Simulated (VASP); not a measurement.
A convergence study with VASP on SnTe (rock salt): one setting is varied, all else stays as given below, so the limit is that of these other settings. Each run relaxes cell and ions from the cell shown.

```
CELL_PARAMETERS angstrom
      0.00000     3.16000     3.16000
      3.16000     0.00000     3.16000
      3.16000     3.16000     0.00000
ATOMIC_POSITIONS crystal
  Sn 0.00000 0.00000 0.00000
  Te 0.50000 0.50000 0.50000
```

The numbers are results of PBEsol GGA, VASP's PBE PAW potentials (set 64) (plane waves; VASP 6.6.1), not measurements. The tightest run used: 550 eV cut-off, 11×11×11 Γ-centred mesh, Gaussian smearing of 0.050 eV, potentials Sn_d Te.

Unless said otherwise, spin-orbit coupling is left out, though it shifts the bands of the heavy elements here. Gaps are read on the run's mesh, which can miss a band edge.

The settings run are 2×2×2 mesh; 3×3×3 mesh; 4×4×4 mesh; 5×5×5 mesh; 7×7×7 mesh; 8×8×8 mesh; 9×9×9 mesh; 10×10×10 mesh; 11×11×11 mesh. From which on does the relaxed volume stay within 0.05 Å³/atom of the tightest run?

From 8×8×8 mesh on: it is off by 0.004 there and by no more than 0.05 in any finer run, while 7×7×7 mesh is off by 0.064.
```
setting        relaxed volume (Å³/atom)  E (eV/atom)  gap on the mesh (eV)  irreducible k-points  difference judged (Å³/atom)
-------------  ------------------------  -----------  --------------------  --------------------  ---------------------------
2×2×2 mesh                       37.257      -3.2674                 0.124                     3                        6.160
3×3×3 mesh                       31.055      -4.2181                 1.549                     4                        0.042
4×4×4 mesh                       30.612      -4.1752                 0.202                     8                        0.484
5×5×5 mesh                       31.021      -4.1733                 0.889                    10                        0.075
7×7×7 mesh                       31.033      -4.1726                 0.666                    20                        0.064
8×8×8 mesh                       31.093      -4.1691                 0.160                    29                        0.004
9×9×9 mesh                       31.083      -4.1706                 0.525                    35                        0.013
10×10×10 mesh                    31.087      -4.1696                 0.161                    47                        0.010
11×11×11 mesh                    31.097      -4.1699                 0.438                    56                        0.000
```

Left out are rungs that failed or repeat a setting and relaxations that didn't move; long series are thinned to 24 rows.

The compound is SnTe in the rock salt structure, which distorts at low temperature.
